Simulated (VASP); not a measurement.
Set up this calculation in VASP 6.6.1, as the native input.

| Property | Result |
| --- | --- |
| Task | single point |
| Functional | PBE |
| Potentials or basis | VASP PAW PBE potentials, release 64 (Rb_sv, Ge_d, N) |
| Cutoff | 520 eV |
| k mesh | 8 × 8 × 8 |
| Occupations | fermi-dirac, width 0.05 eV |
| Spin | no spin polarisation |
| Further INCAR settings | ALGO = Normal; EDIFF = 1e-07; NBANDS = 37 |

The structure of RbGeN lies in POSCAR:

```
RbGeN
1.0
   -2.5348500000      2.5348500000      6.3817200000
    2.5348500000     -2.5348500000      6.3817200000
    2.5348500000      2.5348500000     -6.3817200000
Rb Ge N
2 2 2
Direct
    0.5503900000      0.5503900000      0.0000000000
    0.3003900000      0.8003900000      0.5000000000
    0.0299400000      0.0299400000      0.0000000000
    0.7799400000      0.2799400000      0.5000000000
    0.1655800000      0.1655800000      0.0000000000
    0.9155800000      0.4155800000      0.5000000000
```

The cell was built by a generator and needn't be a form met in nature.

One way to write it, as run:

INCAR

```
SYSTEM = RbGeN
ALGO = Normal ; EDIFF = 1E-7
ENCUT = 520 ; GGA = PE
ISIF = 2 ; ISMEAR = -1
LASPH = .True. ; LCHARG = .False.
LREAL = .False. ; LWAVE = .False.
NBANDS = 37 ; NELM = 100
PREC = Accurate ; SIGMA = 0.05
```

KPOINTS

```
k-points
0
Gamma
  8 8 8
  0 0 0
```

Potentials or basis: VASP PAW PBE potentials, release 64 (Rb_sv, Ge_d, N).

Command:

```console
$ cat potpaw_PBE.64/Rb_sv/POTCAR potpaw_PBE.64/Ge_d/POTCAR potpaw_PBE.64/N/POTCAR > POTCAR
$ mpirun -np 1 vasp_std > vasp.out
```

It gave:

```
Pressure               : -0.1 GPa
Largest force          : 0.108 eV/Å
Band gap on the k mesh : 1.49 eV, indirect (least direct gap 1.63 eV)
```

Wall time 8.7 min on 1 thread of Intel(R) Xeon(R) Platinum 8488C (Sapphire Rapids), with other jobs on the host, peak memory 0.6 GiB.
